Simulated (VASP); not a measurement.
A convergence study with VASP on WSe2 (space group no. 194 when undisturbed): one setting is varied, all else stays as given below, so the limit is that of these other settings. One atom is moved off its site, so that forces are finite.

```xyz
6
Lattice="1.6482 -2.8548 0.0000 1.6482 2.8548 0.0000 0.0000 0.0000 13.0248" Properties=species:S:1:pos:R:3 pbc="T T T"
W      1.6482     0.9516     3.3062
W      1.6482    -0.9516     9.7686
Se     1.6482     0.9516    11.4488
Se     1.6482    -0.9516     4.9364
Se     1.6482    -0.9516     1.5760
Se     1.6482     0.9516     8.0884
```

The numbers are results of PBEsol GGA, VASP's PBE PAW potentials (set 64) (plane waves; VASP), not measurements. The tightest run used: 300 eV cut-off, 20×20×5 Γ-centred mesh, Fermi-Dirac smearing of 0.050 eV, potentials W_sv Se.

| setting | E (eV/atom) | pressure (GPa) | largest force (eV/Å) | irreducible k-points |
|---|---|---|---|---|
| 2×2×1 mesh | -7.3767 | 0.52 | 1.668 | 2 |
| 3×3×1 mesh | -7.7284 | -1.94 | 1.382 | 3 |
| 4×4×1 mesh | -7.7582 | -2.26 | 1.392 | 4 |
| 5×5×1 mesh | -7.7415 | -1.95 | 1.407 | 5 |

Question: These are the cheaper rows. Estimate the results at 20×20×5 mesh, and how far the last row shown lies from them.

Answer: 
```
quantity              tightest run  last row shown is off by
--------------------  ------------  ------------------------
E (eV/atom)                -7.7492                    0.0077
pressure (GPa)               -2.12                      0.17
largest force (eV/Å)         1.396                     0.011
```

Left out are rungs that failed or repeat a setting and relaxations that didn't move; long series are thinned to 24 rows.

The structure is a typed WSe2 crystal (space group no. 194). The cell was not relaxed at this level, it is distorted from the ideal structure.
